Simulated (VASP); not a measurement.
# Cu4S3 (a cell with a defect) in VASP: a series of runs

One crystal, Cu4S3 (a cell with a defect), is run at these levels: PBEsol; tasks: single point.

All numbers are computed with VASP 6.6.1; they aren't measurements. Logs are shortened: lines on timing, memory, paths and dates and some standing lists are left out, and cuts for length are marked.

## 1. The crystal as given

The cell holds a defect, 7 atoms: a = 7.297 Å, b = 7.297 Å, c = 3.649 Å, α = 60.00°, β = 60.00°, γ = 60.00°.

## 2. Single point, PBEsol

The input, INCAR:

```
ALGO = Fast
EDIFF = 1E-6
ENCUT = 520
GGA = PS
ISIF = 2
ISMEAR = -1
LASPH = True
LCHARG = True
LELF = True
LREAL = False
LVHAR = True
LWAVE = False
NBANDS = 40
NELM = 100
PREC = Accurate
SIGMA = 0.1
```

The input, KPOINTS:

```
k-points
0
Gamma
  4 4 4
```

The input, POSCAR:

```
Cu4S3
1.0
    0.0000000000      5.1600602200      5.1600602200
    5.1600602200      0.0000000000      5.1600602200
    2.5800301100      2.5800301100      0.0000000000
Cu S
4 3
Direct
    0.1249999947      0.1249999947      0.2499999893
    0.1249999947      0.6249999734      0.2499999893
    0.6249999734      0.1249999947      0.2499999893
    0.6249999734      0.6249999734      0.2499999893
   -0.0046776586      0.5058791736     -0.0012015364
    0.4999999787      0.0000000000      0.0000000000
    0.4999999787      0.4999999787      0.0000000000
```

Potentials or basis: VASP PAW PBE potentials, release 64 (Cu, S).

On the command line:

```console
$ cat potpaw_PBE.64/Cu/POTCAR potpaw_PBE.64/S/POTCAR > POTCAR
$ mpirun -np 1 vasp_std > vasp.out
```

OUTCAR:

```text
EDIFF = 1E-6
   ENCUT = 520
   GGA = PS
   ISIF = 2
   ISMEAR = -1
   LASPH = True
   LREAL = False
   NELM = 100
   PREC = Accurate

 ion  position               nearest neighbor table
   1  0.125  0.125  0.250-   6 2.23   5 2.27
   2  0.125  0.625  0.250-   5 2.23   5 2.23   7 2.23
   3  0.625  0.125  0.250-   7 2.23   6 2.23   6 2.23
   4  0.625  0.625  0.250-   5 2.21   7 2.23   7 2.23   6 2.23
   5  0.995  0.506  0.999-   4 2.21   2 2.23   2 2.23   1 2.27
   6  0.500  0.000  0.000-   1 2.23   3 2.23   3 2.23   4 2.23
   7  0.500  0.500  0.000-   2 2.23   3 2.23   4 2.23   4 2.23

  LATTYP: Found a base centered orthorhombic cell.
 ALAT       =     7.2974271458
 B/A-ratio  =     1.4142135624
 C/A-ratio  =     0.5000000000

  Lattice vectors:

 A1 = (  -2.5800301100,   2.5800301100,  -5.1600602200)
 A2 = (  -2.5800301100,   2.5800301100,   5.1600602200)
 A3 = (   2.5800301100,   2.5800301100,   0.0000000000)

Analysis of symmetry for initial positions (statically):
=====================================================================
 Subroutine PRICEL returns:
 Original cell was already a primitive cell.

 Routine SETGRP: Setting up the symmetry group for a
 base centered orthorhombic supercell.

 Subroutine GETGRP returns: Found  2 space group operations
 (whereof  2 operations were pure point group operations)
 out of a pool of  8 trial point group operations.

The static configuration has the point symmetry C_1h.

Analysis of symmetry for dynamics (positions and initial velocities):
=====================================================================
 Subroutine PRICEL returns:
 Original cell was already a primitive cell.

 Routine SETGRP: Setting up the symmetry group for a
 base centered orthorhombic supercell.

 Subroutine GETGRP returns: Found  2 space group operations
 (whereof  2 operations were pure point group operations)
 out of a pool of  8 trial point group operations.

The dynamic configuration has the point symmetry C_1h.

 Subroutine INISYM returns: Found  2 space group operations
 (whereof  2 operations are pure point group operations),
 and found     1 'primitive' translations

----------------------------------------------------------------------------------------

                                     Primitive cell

  volume of cell :     137.3929

  direct lattice vectors                    reciprocal lattice vectors
     0.000000000  5.160060220  5.160060220    -0.096898094  0.096898094  0.096898094
     5.160060220  0.000000000  5.160060220     0.096898094 -0.096898094  0.096898094
     2.580030110  2.580030110  0.000000000     0.193796188  0.193796188 -0.193796188

  length of vectors
     7.297427146  7.297427146  3.648713573     0.167832422  0.167832422  0.335664844

  position of ions in fractional coordinates (direct lattice)
     0.124999995  0.124999995  0.249999989
     0.124999995  0.624999973  0.249999989
     0.624999973  0.124999995  0.249999989
     0.624999973  0.624999973  0.249999989
     0.995322341  0.505879174  0.998798464
     0.499999979  0.000000000  0.000000000
     0.499999979  0.499999979  0.000000000

  ion indices of the primitive-cell ions
   primitive index   ion index
                 1           1
                 2           2
                 3           3
                 4           4
                 5           5
                 6           6
                 7           7

----------------------------------------------------------------------------------------

 KPOINTS: k-points

Automatic generation of k-mesh.
 Grid dimensions read from file:
 generate k-points for:    4    4    4

 Generating k-lattice:

  Cartesian coordinates                     Fractional coordinates (reciprocal lattice)
    -0.024224523  0.024224523  0.024224523     0.250000000  0.000000000  0.000000000
     0.024224523 -0.024224523  0.024224523     0.000000000  0.250000000  0.000000000
     0.048449047  0.048449047 -0.048449047     0.000000000  0.000000000  0.250000000

  Length of vectors
     0.041958105  0.041958105  0.083916211

  Shift w.r.t. Gamma in fractional coordinates (k-lattice)
     0.000000000  0.000000000  0.000000000

 Subroutine IBZKPT returns following result:
 ===========================================

 Found     30 irreducible k-points:

 Following reciprocal coordinates:
            Coordinates               Weight
  0.000000  0.000000  0.000000      1.000000
  0.250000  0.000000  0.000000      2.000000
  0.000000 -0.250000  0.000000      2.000000
  0.500000  0.000000  0.000000      1.000000
  0.000000  0.500000  0.000000      1.000000
  0.250000  0.250000  0.000000      2.000000
[... 16 lines left out ...]
  0.000000 -0.250000  0.500000      2.000000
  0.500000  0.000000  0.500000      1.000000
 [... further k-points ...]
   k-points           NKPTS =     30   k-points in BZ     NKDIM =     30   number of bands    NBANDS=     40
   number of dos      NEDOS =    301   number of ions     NIONS =      7
   total plane-waves  NPLWV =  81648
   dimension x,y,z NGX =    54 NGY =   54 NGZ =   28
   dimension x,y,z NGXF=   108 NGYF=  108 NGZF=   56
   ions per type =               4   3
   NGX,Y,Z   is equivalent  to a cutoff of  12.30, 12.30, 12.76 a.u.
   NGXF,Y,Z  is equivalent  to a cutoff of  24.60, 24.60, 25.52 a.u.
 SYSTEM =  unknown system
   PREC   = accura    normal or accurate (medium, high low for compatibility)
   ISTART =      0    job   : 0-new  1-cont  2-samecut
   ICHARG =      2    charge: 1-file 2-atom 10-const
   ISPIN  =      1    spin polarized calculation?
   LNONCOLLINEAR =      F non collinear calculations
   LSORBIT =      F    spin-orbit coupling
   LASPH  =      T    aspherical Exc in radial PAW
   ENCUT  =  520.0 eV  38.22 Ry    6.18 a.u.  13.57 13.57  6.78*2*pi/ulx,y,z
   NELM   =    100;   NELMIN=  2; NELMDL= -5     # of ELM steps
   EDIFF  = 0.1E-05   stopping-criterion for ELM
   LREAL  =      F    real-space projection
   EDIFFG = 0.1E-04   stopping-criterion for IOM
   NSW    =      0    number of steps for IOM
   IBRION =     -1    ionic relax: 0-MD 1-quasi-New 2-CG
   NFREE  =      0    steps in history (QN), initial steepest desc. (CG)
   ISIF   =      2    stress and relaxation
   ISYM   =      2    0-nonsym 1-usesym 2-fastsym
   POTIM  = 0.5000    time-step for ionic-motion
   TEBEG  =    0.0;   TEEND  =   0.0 temperature during run
   PSTRESS=    0.0 pullay stress
   NELECT =      62.0000    total number of electrons
   NUPDOWN=      -1.0000    fix difference up-down
   EMIN   =  10.00;   EMAX   =-10.00  energy-range for DOS
   EFERMI =   0.00;   METHOD = LEGACY
   ISMEAR =    -1;   SIGMA  =   0.10  broadening in eV -4-tet -1-fermi 0-gaus
   EFERMI_NEDOS =   21; number of points for ismear=-14 and -15
   IALGO  =     68    algorithm
   IMIX   =      4    mixing-type and parameters
     AMIX     =   0.40;   BMIX     =  1.00
     AMIX_MAG =   1.60;   BMIX_MAG =  1.00
  volume/ion in A,a.u.               =      19.63       132.45
  Fermi-wavevector in a.u.,A,eV,Ry     =   1.255694  2.372918 21.453237  1.576768
  Thomas-Fermi vector in A             =   2.389439
   LORBIT       =      0    0 simple, 1 ext, 2 COOP (PROOUT), +10 PAW based schemes
   GGA     = PS    functional components
   LHFCALC =     F    Hartree Fock is set to
   AEXX    =    0.0000 exact exchange contribution
   IVDW    =     0    specifies the selected vdW correction
   LEPSILON=     F    determine dielectric tensor
   LRPA    =     F    only Hartree local field effects (RPA)
 non-spin polarized calculation
 RMM-DIIS sequential band-by-band and
  energy-cutoff  :      520.00
  volume of cell :      137.39
 maximum number of plane-waves:      3740
   NGX = 27   NGY = 27   NGZ = 13

 number of electron      61.9999970 magnetization

 Free energy of the ion-electron system (eV)
  ---------------------------------------------------
  ext. energy  EPLUGINS =         0.00000000
  ---------------------------------------------------
  free energy    TOTEN  =       -29.84726559 eV

  energy without entropy =      -29.66057918  energy(sigma->0) =      -29.75392239

 E-fermi :   3.5349     XC(G=0):  -9.8005

 val. band max:        3.5337941833   @ k =   0.5000   0.2500   0.0000
 cond. band min:       3.5364704459   @ k =   0.0000  -0.2500  -0.2500
 fundamental gap:      0.0026762627
 Fermi energy:         3.5348897020

 k-point     1 :       0.0000    0.0000    0.0000
  band No.  band energies     occupation
      1     -10.2594      2.00000
      2      -9.4388      2.00000
      3      -9.0909      2.00000
      4      -2.3122      2.00000
      5      -1.7619      2.00000
      6      -1.6590      2.00000
[... 32 lines left out ...]
     39      10.2280      0.00000
     40      10.8219      0.00000

 k-point     2 :       0.2500    0.0000    0.0000
  band No.  band energies     occupation
      1     -10.1587      2.00000
      2      -9.5251      2.00000
      3      -9.1454      2.00000
      4      -2.1296      2.00000
      5      -1.7946      2.00000
      6      -1.5121      2.00000
[... 32 lines left out ...]
     39      10.3238      0.00000
     40      10.8446      0.00000

 k-point     3 :       0.0000   -0.2500    0.0000
  band No.  band energies     occupation
      1     -10.1593      2.00000
      2      -9.5258      2.00000
      3      -9.1439      2.00000
      4      -2.1354      2.00000
      5      -1.7652      2.00000
      6      -1.5360      2.00000
[... 853 lines left out ...]
  band No.  band energies     occupation
      1      -9.3907      2.00000
      2      -9.1233      2.00000
      3      -9.1131      2.00000
      4      -2.1237      2.00000
      5      -2.0229      2.00000
      6      -1.8156      2.00000
[... 32 lines left out ...]
     39       9.4132      0.00000
     40      10.0565      0.00000

 k-point    24 :       0.5000    0.0000    0.5000
  band No.  band energies     occupation
      1      -9.2807      2.00000
      2      -9.2485      2.00000
      3      -9.1170      2.00000
      4      -2.0132      2.00000
      5      -1.8943      2.00000
      6      -1.6060      2.00000
[... 32 lines left out ...]
     39       9.7104      0.00000
     40      10.7091      0.00000

 [... further k-points ...]

------------------------ aborting loop because EDIFF is reached ----------------------------------------

  FORCE on cell =-STRESS in cart. coord.  units (eV):
  Direction    XX          YY          ZZ          XY          YZ          ZX
  --------------------------------------------------------------------------------------
  -------------------------------------------------------------------------------------
  Total       -2.6105345     -2.6105345     -3.6658650      0.2507826      0.1816761     -0.1816762
  in kB      -30.4421769    -30.4421769    -42.7486836      2.9244464      2.1185766     -2.1185774
  external PRESSURE =     -34.5443458 kB  Pullay stress =       0.0000000 kB

 VOLUME and BASIS-vectors are now :
 -----------------------------------------------------------------------------
  energy-cutoff  :      520.00
  volume of cell :      137.39
      direct lattice vectors                 reciprocal lattice vectors
     0.000000000  5.160060220  5.160060220    -0.096898094  0.096898094  0.096898094
     5.160060220  0.000000000  5.160060220     0.096898094 -0.096898094  0.096898094
     2.580030110  2.580030110  0.000000000     0.193796188  0.193796188 -0.193796188

 POSITION                                       TOTAL-FORCE (eV/Angst)
 -----------------------------------------------------------------------------------
      1.29002      1.29002      1.29002         0.080768     -0.080768      0.890400
      3.87005      1.29002      3.87005        -0.433420      0.433420     -0.401448
      1.29002      3.87005      3.87005         0.458534     -0.458534     -0.418628
      3.87005      3.87005      6.45008         0.083955     -0.083955     -0.316839
      5.18730      7.71285      7.74629        -0.008120      0.008120      0.005507
      0.00000      2.58003      2.58003        -0.183635      0.183635     -0.031881
      2.58003      2.58003      5.16006         0.001918     -0.001918      0.272889
 -----------------------------------------------------------------------------------
    total drift:                                0.000265      0.000180      0.001359

  FREE ENERGIE OF THE ION-ELECTRON SYSTEM (eV)
  ---------------------------------------------------
  free  energy   TOTEN  =       -29.8472655943 eV

  energy  without entropy=      -29.6605791777  energy(sigma->0) =      -29.75392239
```

Wall time 4.2 min (1 thread of Intel Xeon Platinum 8559C (Emerald Rapids), shared host); peak memory 0.33 GiB.

What came out:

| Quantity | Value |
| --- | --- |
| Free energy | -29.8473 eV |
| Pressure | -3.5 GPa |
| Largest force | 0.898 eV/Å |
| Band gap on the k mesh | none (metal or under the smearing width) |

Forces on the atoms (eV/Å):
```
Cu   0.081 -0.081  0.890
Cu  -0.433  0.433 -0.401
Cu   0.459 -0.459 -0.419
Cu   0.084 -0.084 -0.317
S   -0.008  0.008  0.006
S   -0.184  0.184 -0.032
S    0.002 -0.002  0.273
```

Caveat: the k mesh is coarse (spacing up to 0.53 Å⁻¹), so the values aren't converged; the PAW data sets were made with another functional, which shifts forces and pressure a little; the run has no spin polarisation, though such a crystal can be magnetic.

## 3. Single point, PBEsol

The input, INCAR:

```
SYSTEM = Cu4S3
ALGO     = Fast           ! electronic algorithm
EDIFF    = 1E-6           ! SCF threshold, eV
ENCUT    = 520            ! plane-wave cutoff, eV
GGA      = PS             ! functional
ISIF     = 2              ! what is computed and relaxed
ISMEAR   = -1             ! smearing method
LASPH    = .True.         ! aspherical terms in the spheres
LCHARG   = .False.        ! write CHGCAR
LREAL    = .False.        ! projectors in reciprocal space
LWAVE    = .False.        ! write WAVECAR
NBANDS   = 40             ! bands
NELM     = 100            ! most SCF steps
PREC     = Accurate       ! precision mode
SIGMA    = 0.1            ! smearing width, eV
```

The input, KPOINTS:

```
k-points
0
Gamma
  4 4 4
  0 0 0
```

POSCAR, as its differences from that of step 2:

```diff
@@ -12,3 +12,3 @@
     0.6249999734      0.6249999734      0.2499999893
-   -0.0046776586      0.5058791736     -0.0012015364
+   -0.0518636389      0.4333241095     -0.1278746704
     0.4999999787      0.0000000000      0.0000000000
```

Potentials or basis: VASP PAW PBE potentials, release 64 (Cu, S).

On the command line:

```console
$ cat potpaw_PBE.64/Cu/POTCAR potpaw_PBE.64/S/POTCAR > POTCAR
$ mpirun -np 1 vasp_std > vasp.out
```

Wall time 4.4 min (1 thread of Intel Xeon Platinum 8559C (Emerald Rapids), shared host); peak memory 0.34 GiB.

Results (log left out):

| Quantity | Value |
| --- | --- |
| Free energy | -29.1276 eV |
| Pressure | -2.0 GPa |
| Largest force | 0.782 eV/Å |
| Band gap on the k mesh | none (metal or under the smearing width) |

Forces on the atoms (eV/Å):
```
Cu  -0.379  0.480  0.488
Cu  -0.530  0.423  0.348
Cu   0.343 -0.424 -0.467
Cu   0.345 -0.220 -0.189
S    0.030 -0.009  0.039
S   -0.039  0.392  0.094
S    0.230 -0.642 -0.313
```

Stress tensor (GPa, compression positive):
```
-1.93  0.37  0.18
 0.37 -1.21 -0.58
 0.18 -0.58 -2.73
```

Levels at points of the mesh, in eV from the Fermi level:
```csv
k point,band 27,band 28,band 29,band 30,band 31,band 32,band 33,band 34,band 35,band 36
"(0.00, 0.00, 0.00)",-1.38,-0.89,-0.66,-0.27,0.43,0.67,0.82,3.78,4.30,4.53
"(0.50, 0.00, 0.00)",-1.32,-1.03,-0.52,-0.17,0.65,0.67,0.92,2.61,4.42,4.79
"(0.00, 0.50, 0.00)",-1.24,-1.01,-0.25,-0.13,-0.02,0.53,1.21,2.46,4.73,4.86
"(0.50, 0.50, 0.00)",-1.12,-1.02,-0.46,-0.24,0.00,0.08,1.93,2.75,3.64,5.34
"(0.00, 0.00, 0.50)",-1.59,-1.38,-1.12,-0.88,-0.53,-0.04,1.05,3.25,4.24,4.49
"(0.50, 0.00, 0.50)",-1.57,-1.09,-1.04,-0.77,-0.71,-0.24,1.50,2.98,3.33,4.36
"(0.00, 0.50, 0.50)",-1.65,-1.51,-1.17,-0.77,-0.71,-0.31,1.75,2.90,3.00,4.42
"(0.50, 0.50, 0.50)",-1.69,-1.45,-1.22,-1.05,-0.63,0.24,1.94,2.22,3.17,4.10
```

Caveat: the k mesh is coarse (spacing up to 0.53 Å⁻¹), so the values aren't converged; the PAW data sets were made with another functional, which shifts forces and pressure a little; the run has no spin polarisation, though such a crystal can be magnetic. With open d or f shells a metallic result of PBEsol can be an artefact of self-interaction; +U or a hybrid may open a gap.

## 4. Single point, PBEsol

The input, INCAR:

```
SYSTEM = Cu4S3
  PREC = Accurate
  ENCUT = 520
  EDIFF = 1E-6
  ISMEAR = -1
  SIGMA = 0.1
  LREAL = .False.
  LASPH = .True.
  NELM = 100
  ALGO = Fast
  ISIF = 2
  LWAVE = .False.
  LCHARG = .True.
  GGA = PS
  LELF = .True.
  LVHAR = .True.
  NBANDS = 40
```

The input, KPOINTS:

```
regular mesh
0
Gamma
  4 4 4
  0 0 0
```

POSCAR, as its differences from that of step 3:

```diff
@@ -12,3 +12,3 @@
     0.6249999734      0.6249999734      0.2499999893
-   -0.0518636389      0.4333241095     -0.1278746704
+   -0.0082611439      0.3377695077     -0.3238919564
     0.4999999787      0.0000000000      0.0000000000
```

On the command line:

```console
$ cat potpaw_PBE.64/Cu/POTCAR potpaw_PBE.64/S/POTCAR > POTCAR
$ mpirun -np 1 vasp_std > vasp.out
```

Wall time 3.7 min (1 thread of Intel Xeon Platinum 8559C (Emerald Rapids), shared host); peak memory 0.34 GiB.

It converged, with:

| Item | Value |
| --- | --- |
| Free energy | -29.3166 eV |
| Pressure | -4.5 GPa |
| Largest force | 0.823 eV/Å |
| Band gap on the k mesh | none (metal or under the smearing width) |

Forces on the atoms (eV/Å):
```
Cu   0.262 -0.127  0.653
Cu  -0.502  0.516 -0.309
Cu   0.190 -0.192 -0.272
Cu   0.187 -0.200 -0.202
S   -0.060 -0.078 -0.144
S   -0.537  0.557  0.278
S    0.461 -0.476 -0.004
```

Stress tensor (GPa, compression positive):
```
-4.40  0.17 -0.43
 0.17 -4.00  0.42
-0.43  0.42 -4.97
```

Levels at points of the mesh, in eV from the Fermi level:
| k point | band 28 | band 29 | band 30 | band 31 | band 32 | band 33 | band 34 | band 35 |
| --- | --- | --- | --- | --- | --- | --- | --- | --- |
| (0.00, 0.00, 0.00) | -1.06 | -0.37 | 0.25 | 0.34 | 0.66 | 0.68 | 3.41 | 4.40 |
| (0.50, 0.00, 0.00) | -0.65 | -0.54 | -0.18 | 0.71 | 0.78 | 0.81 | 2.72 | 3.60 |
| (0.00, 0.50, 0.00) | -0.94 | -0.49 | -0.09 | 0.31 | 0.47 | 1.60 | 2.20 | 4.47 |
| (0.50, 0.50, 0.00) | -0.84 | -0.37 | -0.10 | -0.02 | 0.35 | 1.83 | 2.67 | 3.34 |
| (0.00, 0.00, 0.50) | -1.32 | -1.15 | -0.83 | -0.71 | -0.49 | 1.56 | 2.49 | 4.35 |
| (0.50, 0.00, 0.50) | -1.23 | -0.90 | -0.68 | -0.63 | 0.00 | 1.35 | 2.79 | 2.93 |
| (0.00, 0.50, 0.50) | -1.27 | -1.03 | -0.90 | -0.77 | -0.63 | 1.92 | 2.10 | 3.52 |
| (0.50, 0.50, 0.50) | -1.64 | -1.34 | -1.29 | -0.72 | 0.25 | 1.90 | 2.42 | 2.94 |

Caveat: the k mesh is coarse (spacing up to 0.53 Å⁻¹), so the values aren't converged; the PAW data sets were made with another functional, which shifts forces and pressure a little; the run has no spin polarisation, though such a crystal can be magnetic.
